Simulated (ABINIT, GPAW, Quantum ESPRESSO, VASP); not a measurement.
Tl (P6_3/mmc, 2 atoms in the cell) computed with different codes at matched settings

Self-consistent single point.

```
Tl
1.0
    1.71651    -2.97308     0.00000
    1.71651     2.97308     0.00000
    0.00000     0.00000     5.47694
Tl
2
Direct
  0.33333   0.66667   0.25000
  0.66667   0.33333   0.75000
```

All programs got the same cell, k-point mesh and kind of occupations (in Quantum ESPRESSO's words: occupations = smearing; smearing = gauss; degauss = 0.0036749 Ry; K_POINTS = automatic 8 8 4 0 0 0); potentials, basis and cutoffs are each program's usual ones.

```json
[
 {"code": "Quantum ESPRESSO", "model": "PBE, SSSP 1.1.2 efficiency (PBE) pseudopotentials", "pressure (GPa)": "3.21", "cutoff": "40 Ry"},
 {"code": "VASP", "model": "PBE, VASP's PBE PAW potentials (set 64)", "pressure (GPa)": "4.26", "cutoff": "300 eV"},
 {"code": "ABINIT", "model": "PBE, norm-conserving pseudopotentials (PseudoDojo nc-sr-05 PBE standard)", "pressure (GPa)": "4.67", "cutoff": "30 Ha"},
 {"code": "GPAW", "model": "PBE, GPAW PAW datasets PBE (gpaw-data 1.0.1)", "pressure (GPa)": "4.48", "cutoff": "600 eV"}
]
```

The spread over the programs that give each value: pressure within 1.46 GPa.

The starting cell has typed, rounded lattice constants, without a prior relaxation at this level. Its lattice was rescaled by a random factor within 2.5 % of one. On Quantum ESPRESSO's run: Spin-orbit coupling is off. In the base run, with a pressure of about 3 GPa the cell is away from its equilibrium volume at this level.

Task: Why do the programs differ, and what cannot be compared?

Result: Differences of this kind can come from the potentials, where these differ, and from what each basis and cutoff leave unconverged. The zero of total energies and Fermi levels follows the potentials and each program's conventions, so they are not compared here. In the pressure, Quantum ESPRESSO (by 1.16) lies more than 1 GPa from the median of the plane-wave programs.

VASP's run is marked for a possible Pulay error in its stress at this cutoff; no cutoff test was made.

Left out of this page: Ansatz, CP2K, Elk, FLEUR and SIESTA (not drawn, or without a comparable value).
